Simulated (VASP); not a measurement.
Output of a VASP run:

### OUTCAR
```
 ion  position               nearest neighbor table
   1  0.333  0.667  0.250-   2 3.44   2 3.44   2 3.44   2 3.44   2 3.44   2 3.44
   2  0.667  0.333  0.750-   1 3.44   1 3.44   1 3.44   1 3.44   1 3.44   1 3.44
  LATTYP: Found a hexagonal cell.
 ALAT       =     3.5564298417
 C/A-ratio  =     1.5527561918
 Subroutine PRICEL returns:
 Original cell was already a primitive cell.
 Subroutine GETGRP returns: Found 24 space group operations
The static configuration has the point symmetry D_3d.
 The point group associated with its full space group is D_6h.
The dynamic configuration has the point symmetry D_3d.
The overall configuration has the point symmetry D_3d.
 Subroutine INISYM returns: Found 24 space group operations
 Subroutine IBZKPT returns following result:
 Found     64 irreducible k-points:

 Following reciprocal coordinates:
            Coordinates               Weight
  0.000000  0.000000  0.000000      1.000000
  0.090909  0.000000  0.000000      6.000000
  0.181818  0.000000  0.000000      6.000000
  0.272727  0.000000  0.000000      6.000000
  0.363636  0.000000  0.000000      6.000000
  0.454545  0.000000  0.000000      6.000000
  0.090909  0.090909  0.000000      6.000000
  0.181818  0.090909  0.000000     12.000000
  0.272727  0.090909  0.000000     12.000000
  0.363636  0.090909  0.000000     12.000000
  0.454545  0.090909  0.000000      6.000000
  0.181818  0.181818  0.000000      6.000000
  0.272727  0.181818  0.000000     12.000000
  0.363636  0.181818  0.000000     12.000000
  0.272727  0.272727  0.000000      6.000000
  0.363636  0.272727  0.000000      6.000000
  0.000000  0.000000  0.166667      2.000000
  0.090909  0.000000  0.166667     12.000000
  0.181818  0.000000  0.166667     12.000000
  0.272727  0.000000  0.166667     12.000000
  0.363636  0.000000  0.166667     12.000000
  0.454545  0.000000  0.166667     12.000000
  0.090909  0.090909  0.166667     12.000000
  0.181818  0.090909  0.166667     24.000000
  0.272727  0.090909  0.166667     24.000000
  0.363636  0.090909  0.166667     24.000000
  0.454545  0.090909  0.166667     12.000000
  0.181818  0.181818  0.166667     12.000000
  0.272727  0.181818  0.166667     24.000000
  0.363636  0.181818  0.166667     24.000000
  0.272727  0.272727  0.166667     12.000000
  0.363636  0.272727  0.166667     12.000000
  0.000000  0.000000  0.333333      2.000000
  0.090909  0.000000  0.333333     12.000000
  0.181818  0.000000  0.333333     12.000000
  0.272727  0.000000  0.333333     12.000000
  0.363636  0.000000  0.333333     12.000000
  0.454545  0.000000  0.333333     12.000000
  0.090909  0.090909  0.333333     12.000000
  0.181818  0.090909  0.333333     24.000000
   k-points           NKPTS =     64   k-points in BZ     NKDIM =     64   number of bands    NBANDS=     26
   number of dos      NEDOS =    301   number of ions     NIONS =      2
   total plane-waves  NPLWV =  20736
   dimension x,y,z NGX =    24 NGY =   24 NGZ =   36
   dimension x,y,z NGXF=    48 NGYF=   48 NGZF=   72
   ions per type =               2
   PREC   = accura    normal or accurate (medium, high low for compatibility)
   ISTART =      0    job   : 0-new  1-cont  2-samecut
   ICHARG =      2    charge: 1-file 2-atom 10-const
   ISPIN  =      1    spin polarized calculation?
   LNONCOLLINEAR =      T non collinear calculations
   LSORBIT =      T    spin-orbit coupling
   INIWAV =      1    electr: 0-lowe 1-rand  2-diag
   ENCUT  =  400.0 eV  29.40 Ry    5.42 a.u.   5.80  5.80  9.01*2*pi/ulx,y,z
   NELM   =    100;   NELMIN=  2; NELMDL= -5     # of ELM steps
   EDIFF  = 0.1E-05   stopping-criterion for ELM
   LREAL  =      F    real-space projection
   NLSPLINE    = F    spline interpolate recip. space projectors
   LMAXMIX     =    6 max onsite mixed and CHGCAR
   VOSKOWN=      0    Vosko Wilk Nusair interpolation
   EDIFFG = 0.1E-04   stopping-criterion for IOM
...
```

**OSZICAR**
```
       N       E                     dE             d eps       ncg     rms          rms(c)
DAV:   1     0.308535314746E+02    0.30854E+02   -0.72649E+03  3328   0.115E+03
DAV:   2    -0.638756286832E+02   -0.94729E+02   -0.93047E+02  3344   0.451E+02
DAV:   3    -0.718881749811E+02   -0.80125E+01   -0.75018E+01  5156   0.829E+01
DAV:   4    -0.724210458189E+02   -0.53287E+00   -0.49698E+00  5560   0.188E+01
DAV:   5    -0.724346334063E+02   -0.13588E-01   -0.13393E-01  5098   0.261E+00    0.292E+01
DAV:   6    -0.707735228619E+02    0.16611E+01   -0.45016E-01  4272   0.926E+00    0.158E+01
DAV:   7    -0.698831834275E+02    0.89034E+00   -0.40140E-01  4732   0.698E+00    0.553E+00
DAV:   8    -0.707062847833E+02   -0.82310E+00   -0.32449E-01  3986   0.391E+00    0.198E+00
DAV:   9    -0.708027672034E+02   -0.96482E-01   -0.10776E-01  3868   0.324E+00    0.277E-01
DAV:  10    -0.707965555484E+02    0.62117E-02   -0.12164E-02  4158   0.893E-01    0.379E-01
DAV:  11    -0.707966415369E+02   -0.85989E-04   -0.65818E-04  5428   0.249E-01    0.964E-02
DAV:  12    -0.707965922794E+02    0.49258E-04   -0.10330E-04  4084   0.938E-02    0.718E-02
DAV:  13    -0.707966312501E+02   -0.38971E-04   -0.10228E-04  3780   0.102E-01    0.212E-02
DAV:  14    -0.707966288458E+02    0.24043E-05   -0.31830E-05  3722   0.494E-02    0.114E-02
DAV:  15    -0.707966356152E+02   -0.67694E-05   -0.21836E-05  3788   0.462E-02    0.390E-03
DAV:  16    -0.708105608969E+02   -0.13925E-01   -0.32761E-07  2912   0.607E-03    0.326E-01
DAV:  17    -0.708678829046E+02   -0.57322E-01   -0.10896E+00  2172   0.119E-01    0.547E-01
DAV:  18    -0.724463507848E+02   -0.15785E+01   -0.21796E+00  2154   0.242E-01    0.322E+00
DAV:  19    -0.707966586271E+02    0.16497E+01   -0.50500E+00  2082   0.856E-01    0.311E-03
DAV:  20    -0.707966414979E+02    0.17129E-04   -0.50044E-08  2066   0.365E-03    0.142E-03
DAV:  21    -0.707966378631E+02    0.36347E-05   -0.50301E-08  2072   0.327E-03    0.165E-03
DAV:  22    -0.707966383787E+02   -0.51557E-06   -0.40338E-08  2046   0.289E-03
   1 F= -.70796638E+02 E0= -.70795124E+02  d E =-.302847E-02  mag=     0.0000     0.0000    -0.0000
       N       E                     dE             ncg
```

### OUTCAR
```
------------------------ aborting loop because EDIFF is reached ----------------------------------------
  FORCE on cell =-STRESS in cart. coord.  units (eV):
  Direction    XX          YY          ZZ          XY          YZ          ZX
  --------------------------------------------------------------------------------------
  Total       -0.0710003     -0.0710003     -0.0573615      0.0000000      0.0000000      0.0000000
  in kB       -1.8805912     -1.8805912     -1.5193386      0.0000000      0.0000000      0.0000000
  external PRESSURE =      -1.7601737 kB  Pullay stress =       0.0000000 kB
  volume of cell :       60.49
      direct lattice vectors                 reciprocal lattice vectors
     1.778214890 -3.079958608  0.000000000     0.281180865 -0.162339844  0.000000000
     1.778214890  3.079958608  0.000000000     0.281180865  0.162339844  0.000000000
     0.000000000  0.000000000  5.522268458     0.000000000  0.000000000  0.181085003
 POSITION                                       TOTAL-FORCE (eV/Angst)
 -----------------------------------------------------------------------------------
      1.77821      1.02665      1.38057        -0.000000     -0.000000     -0.000000
      1.77821     -1.02665      4.14170         0.000000      0.000000      0.000000
 -----------------------------------------------------------------------------------
    total drift:                                0.000000      0.000000      0.000000
  FREE ENERGIE OF THE ION-ELECTRON SYSTEM (eV)
  ---------------------------------------------------
  free  energy   TOTEN  =       -70.7966383787 eV

  energy  without entropy=      -70.7936099100  energy(sigma->0) =      -70.79512414

 Ion:    1  E_soc:     -0.5519601

 Ion:    2  E_soc:     -0.5519601
```
(Selected blocks of OUTCAR.)

**POSCAR**
```
Tm
1
    1.7782148898    -3.0799586076     0.0000000000
    1.7782148898     3.0799586076     0.0000000000
   -0.0000000000     0.0000000000     5.5222684575
Tm
2
Direct
  0.3333330000   0.6666670000   0.2500000000
  0.6666670000   0.3333330000   0.7500000000
```

Task: Write an INCAR and KPOINTS that could have produced this output.

Result: One answer among several that fit: the input of the run itself, r2SCAN meta-GGA with spin-orbit coupling, plane waves, VASP's PBE PAW potentials (set 64).

File KPOINTS_OPT:
```
k-points along high-symmetry lines
5
Line-mode
Reciprocal
  0.000000   0.000000   0.000000 ! GAMMA
 -0.000000   0.500000   0.000000 ! M

 -0.000000   0.500000   0.000000 ! M
 -0.333333   0.666667   0.000000 ! K

 -0.333333   0.666667   0.000000 ! K
  0.000000   0.000000   0.000000 ! GAMMA

  0.000000   0.000000   0.000000 ! GAMMA
  0.000000   0.000000   0.500000 ! A

  0.000000   0.000000   0.500000 ! A
 -0.000000   0.500000   0.500000 ! L

 -0.000000   0.500000   0.500000 ! L
 -0.333333   0.666667   0.500000 ! H

 -0.333333   0.666667   0.500000 ! H
  0.000000   0.000000   0.500000 ! A

 -0.000000   0.500000   0.500000 ! L
 -0.000000   0.500000   0.000000 ! M

 -0.333333   0.666667   0.500000 ! H
 -0.333333   0.666667   0.000000 ! K
```

**KPOINTS**
```
Automatic mesh
0
Gamma
11 11 6
0 0 0
```

INCAR:
```
LASPH  =  .TRUE.   # aspherical one-centre terms
METAGGA  =  R2SCAN
LMAXMIX  =  6   # l cut-off of mixed one-centre charges
EDIFF  =  1E-6   # SCF stop (eV)
NELM  =  100   # most electronic steps
SYSTEM  =  Tm
ENCUT  =  400
ISMEAR  =  0   # Gaussian
LCHARG  =  .FALSE.
PREC  =  Accurate
SIGMA  =  0.05
ALGO  =  Normal
LMIXTAU  =  .TRUE.
LWAVE  =  .FALSE.
LREAL  =  .FALSE.   # projection in real space or not
GGA_COMPAT  =  .FALSE.
MAGMOM  =  6*0
LSORBIT  =  .TRUE.
```

POTCAR, in this order: Tm_3 (PBE.64 set). Program: vasp_ncl.

The 4f electrons are frozen in the core of the lanthanide potential, so 4f levels, which can set the real gap, and their magnetism are missing.

The compound is Tm in the hcp structure. It was relaxed first.
